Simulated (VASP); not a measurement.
Input:

```
Na2S
1.0
    0.00000     2.74890     2.74890
    2.74890     0.00000     2.74890
    2.74890     2.74890     0.00000
Na S
2 1
Direct
  0.25000   0.25000   0.25000
  0.75000   0.75000   0.75000
  0.00000   0.00000   0.00000
```

These are PBEsol GGA, VASP's PBE PAW potentials (set 64) (plane waves; VASP) values and carry that method's errors. Numerical set-up: 500 eV cut-off, 7×7×7 Γ-centred mesh, Gaussian smearing of 0.050 eV, potentials Na_pv S.

Task: Estimate the energy per atom (σ→0), pressure.

Result: 
- energy per atom (σ→0): -2.645 eV/atom
- pressure: 44.88 GPa

The compound is Na2S in the antifluorite structure. It was relaxed first under an external pressure of 45 GPa.
